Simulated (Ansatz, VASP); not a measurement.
# Ga2O3: VASP beside Ansatz, part 2 of 2

Aim: how closely do two programs agree when they are given the same cell, functional and k mesh? The cell is taken from a series of runs on this material, whose earlier steps may have relaxed, scaled, displaced or heated it; both programs get it as it stands.

VASP 6.6.1 and Ansatz 0.2.0.

So far: The structure; Ansatz: single point, HSE06 with D3(BJ).

**3. VASP: single point, HSE06 with D3(BJ)**

Level of this step: HSE06 with D3(BJ); plane waves and PAW (Ga_d, O) (VASP).

The same cell, functional and mesh now go to VASP, with its own data sets.

Lines of VASP's logs that name or quote its potential files are left out, and so is its time.

The run reads the wave functions of an earlier VASP run, which isn't shown here.

INCAR reads:

```
SYSTEM = Ga2O3
PREC = Accurate
ENCUT = 520
EDIFF = 1E-06
NELM = 100
ISMEAR = 0
SIGMA = 0.01
LREAL = .FALSE.
ALGO = Normal
LHFCALC = .TRUE.
AEXX = 0.25
GGA = PE
HFSCREEN = 0.208
IVDW = 12
VDW_S6 = 1
VDW_S8 = 2.31
VDW_A1 = 0.383
VDW_A2 = 5.685
LASPH = .TRUE.
NBANDS = 54
PRECFOCK = Fast
LORBIT = 11
LWAVE = .FALSE.
LCHARG = .FALSE.
KPAR = 4
NCORE = 2
ISIF = 2
```

POSCAR reads:

```
Ga2O3
1.0
    6.0244628552     -1.4980265382      0.0000000000
    6.0244628552      1.4980265382      0.0000000000
   -1.3672570240      0.0000000000      5.5539182133
Ga O
4 6
Direct
    0.0916087805      0.0916087805      0.7955535799
    0.9083912195      0.9083912195      0.2044464201
    0.6595452220      0.6595452220      0.3135062273
    0.3404547780      0.3404547780      0.6864937727
    0.1694932670      0.1694932670      0.1087181519
    0.8305067330      0.8305067330      0.8912818481
    0.1719148204      0.1719148204      0.5596242264
    0.8280851796      0.8280851796      0.4403757736
    0.4968377683      0.4968377683      0.2531360266
    0.5031622317      0.5031622317      0.7468639734
```

KPOINTS reads:

```
Automatic mesh
0
Gamma
4 4 2
0 0 0
```

PAW data sets: Ga_d and O (PBE family, release 64).

Launch:

```
$ mpirun -np 8 vasp_std
```

Numbers of over 12 decimals in the logs are rounded to 6 here.

What it wrote:

```text
[banner, memory and clock lines left out]
running    8 mpi-ranks, on    1 nodes
 distrk:  each k-point on    2 cores,    4 groups
 distr:  one band on    2 cores,    1 groups

 POSCAR found type information on POSCAR GaO
 POSCAR found :  2 types and      10 ions
 LDA part: xc-table for (Slater+PW92), standard interpolation
 found WAVECAR, reading the header
 POSCAR, INCAR and KPOINTS ok, starting setup
 FFT: planning ... GRIDC
 FFT: planning ... GRID_SOFT
 FFT: planning ... GRID
 reading WAVECAR
 the WAVECAR file was read successfully
 initial charge from wavefunction
 entering main loop
       N       E                     dE             d eps       ncg     rms          rms(c)
DAV:   1    -0.749191023044E+02   -0.74919E+02   -0.26996E+00  2336   0.274E+01    0.118E+00
DAV:   2    -0.749398709501E+02   -0.20769E-01   -0.36543E-01  2170   0.601E+00    0.783E-01
DAV:   3    -0.749311864466E+02    0.86845E-02   -0.38842E-02  2104   0.191E+00    0.474E-01
DAV:   4    -0.749293107970E+02    0.18756E-02   -0.84443E-03  1936   0.691E-01    0.287E-01
DAV:   5    -0.749286111950E+02    0.69960E-03   -0.65742E-04  2008   0.317E-01    0.168E-01
DAV:   6    -0.749283792739E+02    0.23192E-03   -0.35328E-04  1888   0.152E-01    0.931E-02
DAV:   7    -0.749283037651E+02    0.75509E-04   -0.51057E-05  2000   0.902E-02    0.530E-02
DAV:   8    -0.749282786079E+02    0.25157E-04   -0.19879E-05  2048   0.347E-02    0.305E-02
DAV:   9    -0.749282700864E+02    0.85215E-05   -0.38727E-06  1536   0.179E-02    0.181E-02
DAV:  10    -0.749282672625E+02    0.28239E-05   -0.24307E-06  1264   0.118E-02    0.107E-02
DAV:  11    -0.749282662218E+02    0.10407E-05   -0.73909E-07   996   0.106E-02    0.644E-03
DAV:  12    -0.749282658270E+02    0.39479E-06   -0.62716E-07   990   0.659E-03
   1 F= -.77319092E+02 E0= -.77319092E+02  d E =-.465839E-68
```

Parts of OUTCAR (step 3):

```text
ion  position               nearest neighbor table
   1  0.092  0.092  0.796-   5 1.81  10 1.82  10 1.82   7 1.84
   2  0.908  0.908  0.204-   6 1.81   9 1.82   9 1.82   8 1.84
   3  0.660  0.660  0.314-   9 1.91   5 1.92   5 1.92   8 1.99   7 2.04   7 2.04
   4  0.340  0.340  0.686-  10 1.91   6 1.92   6 1.92   7 1.99   8 2.04   8 2.04
   5  0.169  0.169  0.109-   1 1.81   3 1.92   3 1.92
   6  0.831  0.831  0.891-   2 1.81   4 1.92   4 1.92
   7  0.172  0.172  0.560-   1 1.84   4 1.99   3 2.04   3 2.04
   8  0.828  0.828  0.440-   2 1.84   3 1.99   4 2.04   4 2.04
   9  0.497  0.497  0.253-   2 1.82   2 1.82   3 1.91
  10  0.503  0.503  0.747-   1 1.82   1 1.82   4 1.91

  LATTYP: Found a base centered monoclinic cell.
 ALAT       =    12.0489257104
 B/A-ratio  =     0.2486572785
 C/A-ratio  =     0.4747093502
 COS(beta)  =    -0.2390419102

 Subroutine GETGRP returns: Found  4 space group operations
 (whereof  4 operations were pure point group operations)

The static configuration has the point symmetry C_2h.

 Found     14 irreducible k-points:

   k-points           NKPTS =     14   k-points in BZ     NKDIM =     32   number of bands    NBANDS=     54

   dimension x,y,z NGX =    48 NGY =   48 NGZ =   48
   dimension x,y,z NGXF=    96 NGYF=   96 NGZF=   96

   ENCUT  =  520.0 eV  38.22 Ry    6.18 a.u.  11.54 11.54 10.63*2*pi/ulx,y,z

   NELECT =      88.0000    total number of electrons

 k-points in reciprocal lattice and weights: Automatic mesh
   0.00000000  0.00000000  0.00000000       0.031
   0.25000000  0.00000000  0.00000000       0.125
   0.50000000  0.00000000  0.00000000       0.062
   0.25000000  0.25000000  0.00000000       0.062
   0.50000000  0.25000000  0.00000000       0.125
  -0.25000000  0.25000000  0.00000000       0.062
   0.50000000  0.50000000  0.00000000       0.031
   0.00000000  0.00000000  0.50000000       0.031
   0.25000000  0.00000000  0.50000000       0.125
[...]
-0.25000000  0.25000000  0.50000000       0.062
   0.50000000  0.50000000  0.50000000       0.031

  exchange ACFDT corr.  =         0.00000000  see jH, gK, PRB 81, 115126

 average (electrostatic) potential at core
       1 -56.9275       2 -56.9275       3 -56.7880       4 -56.7880       5 -63.0339
       6 -63.0339       7 -63.5248       8 -63.5248       9 -63.3864      10 -63.3864

 E-fermi :   3.1294

 k-point     1 :       0.0000    0.0000    0.0000
  band No.  band energies     occupation
    ...
     40       2.3764      2.00000
     41       2.4164      2.00000
     42       2.5106      2.00000
     43       2.7763      2.00000
     44       3.0075      2.00000
     45       7.6033      0.00000
     46      11.0164      0.00000
     47      11.9025      0.00000
     48      12.2767      0.00000
     49      13.0216      0.00000
    ...

 k-point     2 :       0.2500    0.0000    0.0000
  band No.  band energies     occupation
    ...
     40       1.8546      2.00000
     41       1.9593      2.00000
     42       2.1676      2.00000
     43       2.4557      2.00000
     44       2.9494      2.00000
     45      10.0268      0.00000
     46      11.6189      0.00000
     47      12.5750      0.00000
     48      13.5413      0.00000
     49      13.7402      0.00000
    ...

 k-point     3 :       0.5000    0.0000    0.0000
  band No.  band energies     occupation
    ...
     40       1.6615      2.00000
     41       2.2873      2.00000
     42       2.3129      2.00000
     43       2.5836      2.00000
     44       2.7734      2.00000
     45      10.8521      0.00000
     46      11.9473      0.00000
     47      12.7943      0.00000
     48      12.8812      0.00000
     49      13.4811      0.00000
    ...

 Edisp (eV)   -2.39083

  Total       3.45340     4.00044     4.25505     0.00000     0.00000    -0.04666
  in kB      55.19376    63.93688    68.00612     0.00000     0.00000    -0.74575
  external pressure =       62.38 kB  Pullay stress =        0.00 kB

  energy-cutoff  :      520.00
  volume of cell :      100.25
      direct lattice vectors                 reciprocal lattice vectors
     6.024462855 -1.498026538  0.000000000     0.082994951 -0.333772458  0.020431599
     6.024462855  1.498026538  0.000000000     0.082994951  0.333772458  0.020431599
    -1.367257024  0.000000000  5.553918213     0.000000000  0.000000000  0.180053066

 POSITION                                       TOTAL-FORCE (eV/Angst)
 -----------------------------------------------------------------------------------
      0.01606      0.00000      4.41844        -0.013923      0.000000      0.012012
     10.66561      0.00000      1.13548         0.013923      0.000000     -0.012012
      7.51817      0.00000      1.74119         0.004340      0.000000     -0.032531
      3.16350      0.00000      3.81273        -0.004340      0.000000      0.032531
      1.89357      0.00000      0.60381        -0.058543      0.000000     -0.050600
      8.78810      0.00000      4.95011         0.058543      0.000000      0.050600
      1.30624      0.00000      3.10811        -0.026450      0.000000      0.053510
      9.37543      0.00000      2.44581         0.026450      0.000000     -0.053510
      5.64026      0.00000      1.40590        -0.067911      0.000000     -0.020982
      5.04141      0.00000      4.14802         0.067911      0.000000      0.020982
 -----------------------------------------------------------------------------------
    total drift:                               -0.000006      0.000002     -0.000002

  FREE ENERGIE OF THE ION-ELECTRON SYSTEM (eV)
  ---------------------------------------------------
  free  energy   TOTEN  =       -77.3190924831 eV

  energy  without entropy=      -77.3190924831  energy(sigma->0) =      -77.31909248

 total charge
# of ion       s       p       d       tot
------------------------------------------
    1        0.705   0.907  10.330  11.942
    2        0.705   0.907  10.330  11.942
    3        0.619   0.751  10.309  11.678
    4        0.619   0.751  10.309  11.678
    5        1.556   3.576   0.000   5.132
    6        1.556   3.576   0.000   5.132
    7        1.560   3.580   0.000   5.140
    8        1.560   3.580   0.000   5.140
    9        1.552   3.608   0.000   5.160
   10        1.552   3.608   0.000   5.160
--------------------------------------------------
tot         11.984  24.843  41.278  78.105

[... 3 further parts left out ...]
```

The run ends at a pressure of 6.24 GPa, with forces up to 0.077 eV/Å.

**4. Side by side**

Known differences besides the potentials themselves: exact exchange at q = 0 is treated differently, which shows on coarse meshes; VASP keeps PBE cores, Ansatz makes them for the functional; fixed occupations in Ansatz, narrow Gaussian smearing in VASP; the data sets hold 120 valence electrons in Ansatz (on PAW files that the input asks for by source) and 88 in VASP; the cutoff is 1020 eV in Ansatz and 520 eV in VASP; VASP takes a coarser grid for exact exchange (PRECFOCK = Fast). Total energies have different zeros and are not compared.

Compared:

```csv
quantity,Ansatz,VASP,difference
gap on the k mesh (eV),4.618,4.596,+0.022
```

A gap on the mesh is an upper bound, since the band edges may lie between its points.

**5. Outcome**

- difference in gap on the k mesh (single point, HSE06 with D3(BJ)): 0.022 eV

The difference in gap on the k mesh is 0.022 eV (single point, HSE06 with D3(BJ)), within the 0.08 eV picked in this series as the mark of a large difference. The data sets hold unlike numbers of valence electrons (120 in Ansatz and 88 in VASP), so part of the differences comes from the potentials. How closely two codes agree says nothing of how well the functional describes the real material.

[Lines on the potential files, build, host, timing and source positions are cut from VASP's logs without a mark.]

[Logs are printed without paths, hosts, clocks, repeated set-up lines and the standing remarks that a program may print on its own settings, such as how far it seeks lower states.]

[Hosts, paths, dates, database ids (printed as entryN), source tags and the programs' standing remarks are cut or masked in the printed files.]
